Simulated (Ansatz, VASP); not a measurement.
# HfO2 in two plane-wave programs, part 2 of 3

One calculation is typed for both programs; each brings its own data sets. How far apart do they land? The cell is taken from a series of runs on this material, whose earlier steps may have relaxed, scaled, displaced or heated it; both programs get it as it stands.

VASP 6.6.1 and Ansatz 0.2.0.

So far: The structure; VASP: zone-centre phonons, LDA.

### Step 2. VASP: zone-centre phonons, LDA (continued)

Level of this step: LDA; plane waves and PAW (Hf_pv, O) (VASP).

Parts of OUTCAR (step 2):

```text
ion  position               nearest neighbor table
   1  0.000  0.000  0.000-   5 2.05   6 2.05   5 2.05   6 2.05   3 2.33   3 2.33   4 2.33   4 2.33
                             2 3.57   2 3.57   2 3.57   2 3.57   2 3.57   2 3.57   2 3.57   2 3.57
   2  0.500  0.500  0.500-   3 2.05   4 2.05   4 2.05   3 2.05   5 2.33   6 2.33   6 2.33   5 2.33
                             1 3.57   1 3.57   1 3.57   1 3.57   1 3.57   1 3.57   1 3.57   1 3.57
   3  0.000  0.500  0.704-   2 2.05   2 2.05   1 2.33   1 2.33
   4  0.500  0.000  0.296-   2 2.05   2 2.05   1 2.33   1 2.33
   5  0.000  0.500  0.204-   1 2.05   1 2.05   2 2.33   2 2.33
   6  0.500  0.000  0.796-   1 2.05   1 2.05   2 2.33   2 2.33

  LATTYP: Found a simple tetragonal cell.
 ALAT       =     3.5373926512
 C/A-ratio  =     1.4426963061

 Subroutine GETGRP returns: Found 16 space group operations
 (whereof  8 operations were pure point group operations)

The static configuration has the point symmetry D_2d.
 The point group associated with its full space group is D_4h.

 Found     40 irreducible k-points:

   k-points           NKPTS =     40   k-points in BZ     NKDIM =     40   number of bands    NBANDS=     28

   dimension x,y,z NGX =    28 NGY =   28 NGZ =   42
   dimension x,y,z NGXF=    56 NGYF=   56 NGZF=   84

   ENCUT  =  600.0 eV  44.10 Ry    6.64 a.u.   7.07  7.07 10.19*2*pi/ulx,y,z

   NELECT =      44.0000    total number of electrons

 k-points in reciprocal lattice and weights: Automatic mesh
   0.00000000  0.00000000  0.00000000       0.005
   0.16666667  0.00000000  0.00000000       0.019
   0.33333333  0.00000000  0.00000000       0.019
   0.50000000  0.00000000  0.00000000       0.009
   0.16666667  0.16666667  0.00000000       0.019
   0.33333333  0.16666667  0.00000000       0.037
   0.50000000  0.16666667  0.00000000       0.019
   0.33333333  0.33333333  0.00000000       0.019
   0.50000000  0.33333333  0.00000000       0.019
[...]
0.50000000  0.33333333  0.50000000       0.019
   0.50000000  0.50000000  0.50000000       0.005

 average (electrostatic) potential at core
       1 -37.2491       2 -37.2491       3 -70.6772       4 -70.6772       5 -70.6772
       6 -70.6772

[...]
2     0.00000    -2.14653     0.00000
    3     0.00000     0.00000    -2.44860

 Eigenvectors and eigenvalues of the dynamical matrix
 ----------------------------------------------------

   1 f  =   20.271420 THz   127.369088 2PiTHz  676.181785 cm-1    83.835819 meV
             X         Y         Z           dx          dy          dz
      0.000000  0.000000  0.000000    -0.020768   -0.067580    0.000000
      1.768696  1.768696  2.551692     0.020768    0.067580   -0.000000
      0.000000  1.768696  3.590705    -0.206379   -0.035614    0.000000
      1.768696  0.000000  1.512679    -0.010944   -0.671581   -0.000000
      0.000000  1.768696  1.039013     0.010944    0.671581   -0.000000
      1.768696  0.000000  4.064370     0.206379    0.035614    0.000000

   2 f  =   20.271420 THz   127.369088 2PiTHz  676.181785 cm-1    83.835819 meV
             X         Y         Z           dx          dy          dz
      0.000000  0.000000  0.000000    -0.067580    0.020768    0.000000
      1.768696  1.768696  2.551692     0.067580   -0.020768    0.000000
      0.000000  1.768696  3.590705    -0.671581    0.010944    0.000000
      1.768696  0.000000  1.512679    -0.035614    0.206379   -0.000000
      0.000000  1.768696  1.039013     0.035614   -0.206379   -0.000000
      1.768696  0.000000  4.064370     0.671581   -0.010944    0.000000

   3 f  =   20.068356 THz   126.093202 2PiTHz  669.408312 cm-1    82.996016 meV
             X         Y         Z           dx          dy          dz
      0.000000  0.000000  0.000000     0.000000   -0.000000    0.000000
      1.768696  1.768696  2.551692    -0.000000    0.000000   -0.000000
      0.000000  1.768696  3.590705     0.000000    0.000000    0.500000
      1.768696  0.000000  1.512679     0.000000   -0.000000   -0.500000
      0.000000  1.768696  1.039013    -0.000000    0.000000   -0.500000
      1.768696  0.000000  4.064370    -0.000000   -0.000000    0.500000

   4 f  =   18.136528 THz   113.955163 2PiTHz  604.969440 cm-1    75.006617 meV
             X         Y         Z           dx          dy          dz
      0.000000  0.000000  0.000000    -0.000000    0.000000   -0.125615
      1.768696  1.768696  2.551692     0.000000   -0.000000    0.125615
      0.000000  1.768696  3.590705    -0.000000    0.000000   -0.492047
      1.768696  0.000000  1.512679    -0.000000    0.000000   -0.492047
      0.000000  1.768696  1.039013     0.000000    0.000000    0.492047
      1.768696  0.000000  4.064370     0.000000   -0.000000    0.492047

   5 f  =   13.916588 THz    87.440504 2PiTHz  464.207425 cm-1    57.554359 meV
             X         Y         Z           dx          dy          dz
      0.000000  0.000000  0.000000    -0.144803   -0.106815    0.000000
      1.768696  1.768696  2.551692    -0.144803   -0.106815    0.000000
      0.000000  1.768696  3.590705     0.546721   -0.046269   -0.000000
      1.768696  0.000000  1.512679    -0.062725    0.403292   -0.000000
      0.000000  1.768696  1.039013    -0.062725    0.403292   -0.000000
      1.768696  0.000000  4.064370     0.546721   -0.046269   -0.000000

   6 f  =   13.916588 THz    87.440504 2PiTHz  464.207425 cm-1    57.554359 meV
             X         Y         Z           dx          dy          dz
      0.000000  0.000000  0.000000     0.106815   -0.144803   -0.000000
      1.768696  1.768696  2.551692     0.106815   -0.144803   -0.000000
      0.000000  1.768696  3.590705    -0.403292   -0.062725    0.000000
      1.768696  0.000000  1.512679     0.046269    0.546721    0.000000
      0.000000  1.768696  1.039013     0.046269    0.546721    0.000000
      1.768696  0.000000  4.064370    -0.403292   -0.062725    0.000000

   7 f  =   13.840981 THz    86.965448 2PiTHz  461.685429 cm-1    57.241672 meV
             X         Y         Z           dx          dy          dz
      0.000000  0.000000  0.000000    -0.030934   -0.044136    0.000000
      1.768696  1.768696  2.551692     0.030934    0.044136   -0.000000
      0.000000  1.768696  3.590705     0.024532   -0.576302    0.000000
      1.768696  0.000000  1.512679    -0.403911    0.035002    0.000000
      0.000000  1.768696  1.039013     0.403911   -0.035002    0.000000
      1.768696  0.000000  4.064370    -0.024532    0.576302    0.000000

   8 f  =   13.840981 THz    86.965448 2PiTHz  461.685429 cm-1    57.241672 meV
             X         Y         Z           dx          dy          dz
      0.000000  0.000000  0.000000     0.044136   -0.030934   -0.000000
      1.768696  1.768696  2.551692    -0.044136    0.030934    0.000000
      0.000000  1.768696  3.590705    -0.035002   -0.403911   -0.000000
      1.768696  0.000000  1.512679     0.576302    0.024532    0.000000
      0.000000  1.768696  1.039013    -0.576302   -0.024532   -0.000000
      1.768696  0.000000  4.064370     0.035002    0.403911    0.000000

   9 f  =    9.594150 THz    60.281823 2PiTHz  320.026400 cm-1    39.678199 meV
             X         Y         Z           dx          dy          dz
      0.000000  0.000000  0.000000     0.000000    0.000000    0.275716
      1.768696  1.768696  2.551692     0.000000    0.000000    0.275716
      0.000000  1.768696  3.590705    -0.000000   -0.000000   -0.460424
      1.768696  0.000000  1.512679    -0.000000   -0.000000   -0.460424
      0.000000  1.768696  1.039013     0.000000   -0.000000   -0.460424
      1.768696  0.000000  4.064370    -0.000000   -0.000000   -0.460424

  10 f  =    8.726087 THz    54.827620 2PiTHz  291.070921 cm-1    36.088179 meV
             X         Y         Z           dx          dy          dz
      0.000000  0.000000  0.000000    -0.000000   -0.000000    0.000000
      1.768696  1.768696  2.551692    -0.000000    0.000000   -0.000000
      0.000000  1.768696  3.590705     0.000000   -0.000000    0.500000
      1.768696  0.000000  1.512679     0.000000   -0.000000   -0.500000
      0.000000  1.768696  1.039013    -0.000000   -0.000000    0.500000
      1.768696  0.000000  4.064370     0.000000   -0.000000   -0.500000

  11 f  =    6.918531 THz    43.470415 2PiTHz  230.777368 cm-1    28.612734 meV
             X         Y         Z           dx          dy          dz
      0.000000  0.000000  0.000000    -0.000000   -0.000000   -0.695860
      1.768696  1.768696  2.551692     0.000000   -0.000000    0.695860
      0.000000  1.768696  3.590705    -0.000000   -0.000000    0.088823
      1.768696  0.000000  1.512679    -0.000000    0.000000    0.088823
      0.000000  1.768696  1.039013    -0.000000    0.000000   -0.088823
      1.768696  0.000000  4.064370    -0.000000   -0.000000   -0.088823

  12 f  =    3.131116 THz    19.673383 2PiTHz  104.442792 cm-1    12.949250 meV
             X         Y         Z           dx          dy          dz
      0.000000  0.000000  0.000000     0.050900    0.699647    0.000000
      1.768696  1.768696  2.551692    -0.050900   -0.699647    0.000000
      0.000000  1.768696  3.590705    -0.004899   -0.057673    0.000000
      1.768696  0.000000  1.512679    -0.004196   -0.067346   -0.000000
      0.000000  1.768696  1.039013     0.004196    0.067346    0.000000
      1.768696  0.000000  4.064370     0.004899    0.057673    0.000000

  13 f  =    3.131116 THz    19.673383 2PiTHz  104.442792 cm-1    12.949250 meV
             X         Y         Z           dx          dy          dz
      0.000000  0.000000  0.000000    -0.699647    0.050900   -0.000000
      1.768696  1.768696  2.551692     0.699647   -0.050900   -0.000000
      0.000000  1.768696  3.590705     0.067346   -0.004196   -0.000000
      1.768696  0.000000  1.512679     0.057673   -0.004899   -0.000000
      0.000000  1.768696  1.039013    -0.057673    0.004899   -0.000000
      1.768696  0.000000  4.064370    -0.067346    0.004196   -0.000000
    [... 43 further lines ...]
      0.000000  1.768696  1.039013    -0.192207   -0.000160    0.000000
      1.768696  0.000000  4.064370    -0.194744   -0.000158    0.000000

 MACROSCOPIC STATIC DIELECTRIC TENSOR IONIC CONTRIBUTION
 ------------------------------------------------------
          69.907276     0.000000    -0.000000
           0.000000    69.907276    -0.000000
          -0.000000    -0.000000    13.298459
 ------------------------------------------------------

 ELASTIC MODULI CONTR FROM IONIC RELAXATION (kBar)
 Direction    XX          YY          ZZ          XY          YZ          ZX
 --------------------------------------------------------------------------------
 XX        -780.7130    303.1441   -584.3070      0.0000      0.0000     -0.0000
 YY         303.1441   -780.7130   -584.3070      0.0000     -0.0000      0.0000
 ZZ        -584.3070   -584.3070  -1429.8028      0.0000      0.0000      0.0000
 XY           0.0000      0.0000      0.0000      0.0000      0.0000      0.0000
 YZ           0.0000     -0.0000      0.0000      0.0000   -679.5636     -0.0000
 ZX          -0.0000      0.0000      0.0000      0.0000     -0.0000   -694.3506
 --------------------------------------------------------------------------------

 PIEZOELECTRIC TENSOR IONIC CONTR  for field in x, y, z        (C/m^2)
          XX          YY          ZZ          XY          YZ          ZX
  --------------------------------------------------------------------------------
  x     0.00000    -0.00000     0.00000     0.00000    -0.00000     0.00000
  y     0.00000     0.00000     0.00000     0.00000     0.00000    -0.00000
  z     0.00000    -0.00000    -0.00000     0.00000     0.00000     0.00000
```

Harder data sets than Hf_pv exist (the GW ones), and pressures, volumes and forces can shift noticeably with them.

(Part 2 of 3 ends here.)

[Lines on the potential files, build, host, timing and source positions are cut from VASP's logs without a mark.]

[Logs are printed without paths, hosts, clocks, repeated set-up lines and the standing remarks that a program may print on its own settings, such as how far it seeks lower states.]

[Hosts, paths, dates, database ids (printed as entryN), source tags and the programs' standing remarks are cut or masked in the printed files.]
